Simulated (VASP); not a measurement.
Data:

```
GeSe2
1.0
   -2.87288     2.87288     4.82646
    2.87288    -2.87288     4.82646
    2.87288     2.87288    -4.82646
Ge Se
2 4
Direct
  0.75000   0.25000   0.50000
  0.00000   0.00000   0.00000
  0.62115   0.62500   0.49615
  0.37500   0.87115   0.99615
  0.12885   0.12500   0.50385
  0.87500   0.37885   0.00385
```

Calculation: PBEsol GGA, VASP's PBE PAW potentials (set 64) (plane waves; VASP). Run with 400 eV cut-off, 5×5×5 Γ-centred mesh, Gaussian smearing of 0.050 eV, potentials Ge_d Se.

### Question
What does the run give for the energy per atom (σ→0)?

### Answer

| Quantity | Value |
|---|---|
| energy per atom (σ→0) | -4434 meV/atom |

The structure comes from a computed database's GeSe2 entry (I-42d); how it stands against other phases isn't given here. It was relaxed first, which changed the volume by -6 %. The start is the result of an earlier pass.
